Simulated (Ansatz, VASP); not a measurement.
**Cross-check of H23C11 (amorphous polyisobutylene at 580 K) between VASP and Ansatz**

Wanted: the spread between two codes on one cell, functional and k mesh. Of the first pair: The structure shown is the start of the Ansatz relaxation below; VASP solves that cell, so the two are compared at the walk's first step.

Main program and level: Ansatz 0.2.0; plane waves, with VASP 6.6.1 beside it; single point at LDA.

## (1) Set-up

The cell holds 136 atoms: 44 C and 92 H. Cell: a = 11.232 Å, b = 11.232 Å, c = 11.232 Å, α = 90.0°, β = 90.0°, γ = 90.0°. As first built, before any earlier steps moved the atoms (in the runner's words): 2 polyisobutylene chains of 5 units placed at random, at 0.728 g/cm^3; overlaps pushed apart, then 20 ps at 800 K with MMFF94 bonds, angles, torsions, charges and radii (Halgren, J. Comput. Chem. 17, 490 (1996)) in harmonic and 12-6 forms; charges of ions scaled by 0.8. Snapshot after 30 ps at 580 K and fixed volume.

## (2) Ansatz: relaxation, LDA

Ansatz runs on its default PAW (the set named soft_2) files.

The two programs are compared at the cell with which this relaxation starts, whose forces are those of its first step.

File input.yaml:

```yaml
crystal:
  lattice:
    - [11.23193, 0.0, 0.0]
    - [0.0, 11.23193, 0.0]
    - [0.0, 0.0, 11.23193]
  atoms:
    - { symbol: C, position: [0.79161, 0.49182, 0.5559] }
    - { symbol: C, position: [0.83747, 0.44729, 0.67941] }
    - { symbol: C, position: [0.74479, 0.35588, 0.73586] }
    - { symbol: C, position: [0.8149, 0.32726, 0.84022] }
    - { symbol: C, position: [0.72541, 0.25778, 0.64785] }
    - { symbol: C, position: [0.62978, 0.42369, 0.7789] }
    - { symbol: C, position: [0.54804, 0.35377, 0.86086] }
    - { symbol: C, position: [0.54487, 0.22101, 0.83726] }
    - { symbol: C, position: [0.5896, 0.36949, 0.98595] }
    - { symbol: C, position: [0.41681, 0.40826, 0.83557] }
    - { symbol: C, position: [0.29162, 0.37717, 0.8857] }
    - { symbol: C, position: [0.21539, 0.48545, 0.85433] }
    - { symbol: C, position: [0.25655, 0.26728, 0.82402] }
    - { symbol: C, position: [0.29904, 0.35145, 0.02422] }
    - { symbol: C, position: [0.1866, 0.35843, 0.11324] }
    - { symbol: C, position: [0.15049, 0.49006, 0.13473] }
    - { symbol: C, position: [0.09031, 0.2851, 0.05919] }
    - { symbol: C, position: [0.21485, 0.30098, 0.22558] }
    - { symbol: C, position: [0.3131, 0.35239, 0.32185] }
    - { symbol: C, position: [0.37071, 0.24889, 0.37491] }
    - { symbol: C, position: [0.25142, 0.4189, 0.42339] }
    - { symbol: C, position: [0.41102, 0.42828, 0.26863] }
    - { symbol: H, position: [0.81168, 0.40923, 0.5021] }
    - { symbol: H, position: [0.85955, 0.55906, 0.52207] }
    - { symbol: H, position: [0.69976, 0.52105, 0.56415] }
    - { symbol: H, position: [0.83571, 0.52055, 0.7387] }
    - { symbol: H, position: [0.93197, 0.41181, 0.67709] }
    - { symbol: H, position: [0.90078, 0.27857, 0.81967] }
    - { symbol: H, position: [0.77268, 0.25469, 0.88802] }
    - { symbol: H, position: [0.83813, 0.39517, 0.90517] }
[... 100 atom lines left out ...]
    - { symbol: H, position: [0.46666, 0.74666, 0.50986] }
    - { symbol: H, position: [0.44023, 0.89883, 0.49482] }
    - { symbol: H, position: [0.56384, 0.8456, 0.58474] }
    - { symbol: H, position: [0.41417, 0.72131, 0.83764] }
    - { symbol: H, position: [0.53817, 0.71047, 0.73458] }
    - { symbol: H, position: [0.41139, 0.61991, 0.71168] }
kpoints:
  mp_grid: { grid: [1, 1, 1] }
hamiltonian:
  xc: lda
scf:
  occupations: { method: fixed }
output:
  forces: true
relax:
  f_tol: 0.05
  max_steps: 120
```

Run with:

```bash
ansatz run input.yaml --threads 4 --pin off --max-ram 8192MiB --backend cpu --events-out ev --progress --plain --runs-dir out
```

Numbers of over 12 decimals in the logs are rounded to 6 here.

Log:

```text
Engine: ansatz 0.2.0, x86_64-unknown-linux-gnu
Pseudopotentials: kind: paw
Pseudopotential: C, paw, valence charge 4, recommended cutoff 420 eV (normal), C.paw.azcp
Pseudopotential: H, paw, valence charge 1, recommended cutoff 420 eV (normal), H.paw.azcp
Functional definition: SPW92
  exchange = slater_x
  correlation = pw_c
Crystal: 136 atoms, lattice volume = 1416.978 Å³
Basis set: ecut = 420 eV, 27633 PW (Γ)
Bands: 270, of which v1, the nominal top of the filled ones, is band 134 counted from 1 (133 counted from 0)
Symmetry: 1 space group operations
Space group: P1 (ITA 1), of the structure as read, at distance tolerance 1.1e-4 Å
k-points: 1
Non-local potential: C, projectors of the file, l = 0: 2, l = 1: 2, l = 2: 1
Non-local potential: H, projectors of the file, l = 0: 2, l = 1: 1
PAW form: soft (Blöchl's): semilocal exchange-correlation on the pseudo side does not see the compensation charge
PAW frozen core: C, regenerated for the run's functional, and the local potential with it (the file was generated under x = pbe(κ = 0.804, μ = 0.219515), c = pbe(β = 0.066725))
PAW one-centre angular grid: C, 110 points (default); XC on 64 Gauss nodes
PAW one-centre angular grid: H, 110 points (default); XC on 64 Gauss nodes
Initial density: superposition of atomic densities (neutral atoms: chi_scale 0, normalization atom), corrected by the library's trained network
Initial wavefunctions: pseudopotential atomic-orbital guess
Functional: x = slater, c = lda
SCF iter   1: F=—  HF=-12135.430086 eV  |F-HF|=—  |Δ(HF+E_count)|=         —  Δρ=8.26e-3  dr2=7.26e-1  ethr=1.77e-3  ⟨swp⟩=5.0  Hψ=856  notcnv=0  defer=134
preconditioner: auto → Resta (q_TF=auto, 2.067 Å⁻¹)  ε∞=2.2  [insulator: Δε(μ)=4.436 eV  Ē_g=15.050 eV  n_scr=202 (ndim 8)  ℏωp=16.1 eV  f_vac=0.318  ε∞_Penn≈2.2]
SCF iter   2: F=—  HF=-12135.262237 eV  |F-HF|=—  |Δ(HF+E_count)|=   1.68e-1  Δρ=3.44e-3  dr2=1.18e-1  ethr=2.71e-4  ⟨swp⟩=3.0  Hψ=413  notcnv=0  defer=134
SCF iter   3: F=—  HF=-12135.255432 eV  |F-HF|=—  |Δ(HF+E_count)|=   6.81e-3  Δρ=9.20e-4  dr2=1.34e-2  ethr=4.40e-5  ⟨swp⟩=4.0  Hψ=279  notcnv=0  defer=35
automatic band count: iteration 3 solves 171 bands in place of 270: the levels show a gap, and the empty bands left out lie too high to hold charge; the band table lists the bands solved (type scf.n_extra_bands for more)
SCF iter   4: F=—  HF=-12135.260426 eV  |F-HF|=—  |Δ(HF+E_count)|=   4.99e-3  Δρ=2.01e-4  dr2=1.35e-3  ethr=5.01e-6  ⟨swp⟩=4.0  Hψ=309  notcnv=0  defer=35
SCF iter   5: F=—  HF=-12135.262617 eV  |F-HF|=—  |Δ(HF+E_count)|=   2.19e-3  Δρ=1.08e-4  dr2=2.69e-4  ethr=5.04e-7  ⟨swp⟩=3.0  Hψ=268  notcnv=0  defer=35
SCF iter   6: F=—  HF=-12135.263063 eV  |F-HF|=—  |Δ(HF+E_count)|=   4.47e-4  Δρ=2.87e-5  dr2=1.87e-5  ethr=1.00e-7  ⟨swp⟩=3.0  Hψ=278  notcnv=0  defer=35
SCF iter   7: F=-12135.263102 eV  HF=-12135.263100 eV  |F-HF|=2.17e-6  |Δ(HF+E_count)|=   3.65e-5  Δρ=1.15e-5  dr2=2.30e-6  ethr=6.98e-9  ⟨swp⟩=4.0  Hψ=446  notcnv=0
SCF 1 converged in 7 iterations: F = -12135.263102 eV  dr2 = 2.30e-6
  greatest PAW one-centre occupation: 0.668 electrons in one spin orbital (limit 2), on the C atom at site 84 (counted from 0), in its partial waves of l = 0
relax step   1: F+E_penalty+E_count = -12135.26310201 eV  Δ(F+E_penalty+E_count) = +0.000e0 eV  max|allowed force component| = 5.149e0 eV/Å  Δτ_max = 0.0000 Å  (7 SCF iters, dr2 threshold 6.25e-5 eV, accepted)
Initial density: handed on by an earlier stage of this run
Initial wavefunctions: those handed on with the density
iter 1 solved again at ethr=7.67e-4 eV; its pass at ethr=3.10e-3 eV (dr2=2.05e0 eV) is discarded
SCF iter   1: F=—  HF=-12142.798374 eV  |F-HF|=—  |Δ(HF+E_count)|=         —  Δρ=1.64e-2  dr2=2.08e0  ethr=7.67e-4  ⟨swp⟩=1.0  Hψ=552  notcnv=0  defer=30
automatic band count: iteration 1 solves 171 bands in place of 270: the levels show a gap, and the empty bands left out lie too high to hold charge; the band table lists the bands solved (type scf.n_extra_bands for more)
preconditioner: auto → Resta (q_TF=auto, 2.067 Å⁻¹)  ε∞=2.8  [insulator: Δε(μ)=4.692 eV  Ē_g=12.133 eV  n_scr=202 (ndim 8)  ℏωp=16.1 eV  f_vac=0.316  ε∞_Penn≈2.8]
SCF iter   2: F=—  HF=-12142.285854 eV  |F-HF|=—  |Δ(HF+E_count)|=   5.13e-1  Δρ=7.38e-3  dr2=3.28e-1  ethr=7.67e-4  ⟨swp⟩=3.0  Hψ=270  notcnv=0  defer=35
SCF iter   3: F=—  HF=-12142.219025 eV  |F-HF|=—  |Δ(HF+E_count)|=   6.68e-2  Δρ=1.47e-3  dr2=1.77e-2  ethr=1.23e-4  ⟨swp⟩=3.0  Hψ=277  notcnv=0  defer=35
SCF iter   4: F=—  HF=-12142.215635 eV  |F-HF|=—  |Δ(HF+E_count)|=   3.39e-3  Δρ=2.88e-4  dr2=1.23e-3  ethr=6.60e-6  ⟨swp⟩=2.0  Hψ=270  notcnv=0  defer=35
SCF iter   5: F=—  HF=-12142.216028 eV  |F-HF|=—  |Δ(HF+E_count)|=   3.93e-4  Δρ=6.86e-5  dr2=1.47e-4  ethr=4.59e-7  ⟨swp⟩=2.0  Hψ=243  notcnv=0  defer=35
[...]
- { symbol: H, position: [0.827672, 0.389955, 0.918210] }
    - { symbol: H, position: [0.820798, 0.245812, 0.618997] }
    - { symbol: H, position: [0.695801, 0.182236, 0.691584] }
    - { symbol: H, position: [0.673744, 0.291371, 0.579441] }
    - { symbol: H, position: [0.566952, 0.424521, 0.701191] }
    - { symbol: H, position: [0.627545, 0.497814, 0.825173] }
    - { symbol: H, position: [0.489672, 0.193605, 0.747492] }
    - { symbol: H, position: [0.460012, 0.163954, 0.900501] }
    - { symbol: H, position: [0.608687, 0.165504, 0.848894] }
    - { symbol: H, position: [0.516089, 0.304096, 0.058867] }
    - { symbol: H, position: [0.664265, 0.317640, 0.0066358] }
    - { symbol: H, position: [0.574590, 0.447192, 1.024270] }
    - { symbol: H, position: [0.398063, 0.415356, 0.753670] }
    - { symbol: H, position: [0.425906, 0.498196, 0.883471] }
    - { symbol: H, position: [0.111557, 0.449616, 0.882428] }
    - { symbol: H, position: [0.214080, 0.489346, 0.768504] }
    - { symbol: H, position: [0.228892, 0.552475, 0.913263] }
    - { symbol: H, position: [0.147973, 0.243762, 0.842999] }
    - { symbol: H, position: [0.289412, 0.175707, 0.860552] }
    - { symbol: H, position: [0.260923, 0.267593, 0.735039] }
    - { symbol: H, position: [0.341230, 0.262734, 0.047197] }
    - { symbol: H, position: [0.352667, 0.417105, 0.069696] }
    - { symbol: H, position: [0.063836, 0.464803, 0.206472] }
    - { symbol: H, position: [0.200821, 0.531707, 0.162486] }
[...]
- { symbol: C, position: [0.821462, 0.928870, 0.326842] }
    - { symbol: C, position: [0.886105, 0.900656, 0.212302] }
    - { symbol: C, position: [0.822932, 0.939360, 0.098326] }
    - { symbol: C, position: [0.788800, 0.069988, 0.107054] }
    - { symbol: C, position: [0.708568, 0.868898, 0.082077] }
    - { symbol: C, position: [0.903069, 0.930162, -0.012115] }
    - { symbol: C, position: [0.974617, 0.819864, 0.952473] }
    - { symbol: C, position: [0.078816, 0.797359, 0.036416] }
    - { symbol: C, position: [0.900891, 0.706398, 0.949936] }
    - { symbol: C, position: [0.035289, 0.841349, 0.831038] }
    - { symbol: C, position: [0.973158, 0.886484, 0.718266] }
    - { symbol: C, position: [0.942832, 0.018976, 0.721843] }
    - { symbol: C, position: [0.857911, 0.819787, 0.694067] }
    - { symbol: C, position: [0.052612, 0.860078, 0.609109] }
    - { symbol: C, position: [0.183138, 0.900281, 0.594069] }
    - { symbol: C, position: [0.204251, 0.901073, 0.459963] }
    - { symbol: C, position: [0.203652, 0.025726, 0.639428] }
    - { symbol: C, position: [0.265332, 0.806934, 0.651895] }
    - { symbol: C, position: [0.397959, 0.827690, 0.677465] }
    - { symbol: C, position: [0.416476, 0.909130, 0.784019] }
    - { symbol: C, position: [0.468450, 0.874857, 0.572465] }
    - { symbol: C, position: [0.448326, 0.706486, 0.710418] }
[...]
- { symbol: H, position: [0.389269, 0.00154791, 0.766256] }
    - { symbol: H, position: [0.511592, 0.910810, 0.809089] }
    - { symbol: H, position: [0.457477, 0.817586, 0.493418] }
    - { symbol: H, position: [0.442230, 0.966217, 0.547824] }
    - { symbol: H, position: [0.564172, 0.876703, 0.595031] }
    - { symbol: H, position: [0.399521, 0.667175, 0.786140] }
    - { symbol: H, position: [0.543084, 0.713456, 0.735852] }
    - { symbol: H, position: [0.441725, 0.643434, 0.635228] }
```

The column dr2 measures how far the density is from self-consistency, as an energy; F and HF (Harris–Foulkes) agree once it is small.

## (3) VASP: single point, LDA, start cell, pair 1

The same cell, functional (in two slightly different forms) and mesh now go to VASP, with its own data sets.

Lines of VASP's logs that name or quote its potential files are left out, and so is its time.

File INCAR:

```
SYSTEM = H23C11
PREC = Accurate
ENCUT = 520
EDIFF = 1E-06
NELM = 120
ISMEAR = 0
SIGMA = 0.01
LREAL = Auto
ALGO = Normal
GGA = PW92
NBANDS = 229
LORBIT = 11
LWAVE = .FALSE.
LCHARG = .FALSE.
ISIF = 2
LASPH = .TRUE.
GGA_COMPAT = .FALSE.
EFERMI = MIDGAP
```

File POSCAR:

```
H23C11
1.0
   11.2319300000      0.0000000000      0.0000000000
    0.0000000000     11.2319300000      0.0000000000
    0.0000000000      0.0000000000     11.2319300000
C H
44 92
Direct
    0.7916092782      0.4918210851      0.5558973391
    0.8374696067      0.4472873317      0.6794112855
    0.7447874052      0.3558782863      0.7358575062
    0.8149000216      0.3272634356      0.8402206923
    0.7254140651      0.2577829456      0.6478494791
    0.6297760047      0.4236938799      0.7789044269
    0.5480358229      0.3537682304      0.8608582853
    0.5448662875      0.2210127734      0.8372559302
    0.5895959109      0.3694912629      0.9859480962
    0.4168117145      0.4082557495      0.8355732274
    0.2916239685      0.3771658121      0.8856981837
    0.2153859577      0.4854464015      0.8543322474
    0.2565543054      0.2672826487      0.8240168876
    0.2990403252      0.3514534012      0.0242166751
    0.1866019464      0.3584335016      0.1132396658
    0.1504906103      0.4900582536      0.1347319650
    0.0903139532      0.2850979306      0.0591884031
    0.2148517663      0.3009812205      0.2255801096
    0.3130984613      0.3523882360      0.3218502964
    0.3707109998      0.2488886594      0.3749133052
    0.2514171652      0.4189039640      0.4233911714
    0.4110157382      0.4282790224      0.2686270303
    0.7359287317      0.8944411156      0.3303884551
    0.8256639776      0.9017061182      0.2240576642
    0.7766608232      0.9234922226      0.0962078645
    0.7082309096      0.0426373740      0.1162400407
    0.6830615932      0.8313709220      0.0563928016
    0.8694409598      0.9459104535      0.0028223110
    0.9672335921      0.8455358963      0.9782379342
    0.0625270991      0.8433011958      0.0776892306
[... 100 atom lines left out ...]
    0.4666606719      0.7466570750      0.5098589468
    0.4402271026      0.8988303880      0.4948214599
    0.5638389840      0.8455982186      0.5847436727
    0.4141674672      0.7213096948      0.8376387673
    0.5381710890      0.7104656101      0.7345843502
    0.4113896721      0.6199112708      0.7116764439
```

File KPOINTS:

```
Automatic mesh
0
Gamma
1 1 1
0 0 0
```

Potentials, in the order of the species: C and H (LDA family, release 64).

Run with:

```bash
export OMP_NUM_THREADS=4
mpirun -np 1 vasp_gam
```

Log:

```text
[banner, memory and clock lines left out]
running    1 mpi-ranks, on    1 nodes
[...]
Offloading initialized ...    1 GPUs detected
[...]
|                                                                             |
|               ----> ADVICE to this user running VASP <----                  |
|                                                                             |
|     You enforced a specific xc type in the INCAR file but a different       |
|     [... a line on the potential file left out ...]
|     I HOPE YOU KNOW WHAT YOU ARE DOING!                                     |
|                                                                             |

 LDA part: xc-table for (Slater(with rela. corr.)+PW92), standard interpolation
 POSCAR, INCAR and KPOINTS ok, starting setup
[...]
entering main loop
       N       E                     dE             d eps       ncg     rms          rms(c)
DAV:   1     0.153280658460E+04    0.15328E+04   -0.12807E+05   466   0.104E+03
DAV:   2    -0.641842160395E+03   -0.21746E+04   -0.20499E+04   575   0.242E+02
DAV:   3    -0.859140421694E+03   -0.21730E+03   -0.21556E+03   596   0.759E+01
DAV:   4    -0.865497763436E+03   -0.63573E+01   -0.63402E+01   604   0.152E+01
[...]
DAV:  19    -0.773487235600E+03   -0.25154E-05   -0.74736E-06   556   0.740E-03    0.368E-03
DAV:  20    -0.773487237451E+03   -0.18512E-05   -0.47509E-06   548   0.530E-03    0.256E-03
DAV:  21    -0.773487237927E+03   -0.47601E-06   -0.96026E-07   420   0.287E-03
   1 F= -.77348724E+03 E0= -.77348724E+03  d E =0.000000E+00
```

OUTCAR, selected parts (step 3):

```text
  FREE ENERGIE OF THE ION-ELECTRON SYSTEM (eV)
  ---------------------------------------------------
  free  energy   TOTEN  =      -773.4872379273 eV

  energy  without entropy=     -773.4872379273  energy(sigma->0) =     -773.48723793
```

The run ends at a pressure of 0.87 GPa, with forces up to 6.7 eV/Å.

## (4) Differences

Known differences besides the potentials themselves: the two LDA forms differ slightly; fixed occupations in Ansatz, narrow Gaussian smearing in VASP; the cutoff is 420 eV in Ansatz and 520 eV in VASP (PREC = Accurate, projectors in real space); VASP's log shows a relativistic correction to its local exchange, Ansatz's none. Total energies have different zeros and are not compared.

Forces on 8 of the 136 atoms, those with the largest forces and the largest differences (eV/Å; atoms numbered as in POSCAR):

```
atom          Ansatz x, y, z            VASP x, y, z
 C15    2.140, 1.676, -3.768    2.144, 1.696, -3.789
 C18     5.149, 0.766, 0.644     5.142, 0.763, 0.678
 C23  -0.538, -2.158, -5.047  -0.529, -2.146, -5.031
 C34  -2.970, -4.218, -4.299  -2.948, -4.192, -4.278
 C42    -0.588, 3.605, 2.584    -0.583, 3.599, 2.590
 H57   0.121, -0.860, -0.614   0.130, -0.832, -0.597
 H81   -3.947, -0.411, 2.781   -3.948, -0.409, 2.782
H113     3.091, 2.941, 3.056     3.090, 2.940, 3.054
```

The forces differ by 14 meV/Å r.m.s., which is 1.2 % of the r.m.s. force of 1.201 eV/Å (both taken over all components).

(Continued in part 2 of 2.)

[Lines on the potential files, build, host, timing and source positions are cut from VASP's logs without a mark.]

[Logs are printed without paths, hosts, clocks, repeated set-up lines and the standing remarks that a program may print on its own settings, such as how far it seeks lower states.]

[Hosts, paths, dates, database ids (printed as entryN), source tags and the programs' standing remarks are cut or masked in the printed files.]

[The MMFF94 radii named for the starting cell were scaled by 0.96; in molecules described by MMFF94, hydrogen bound to N, O or S took a small fixed 12-6 site in their place.]
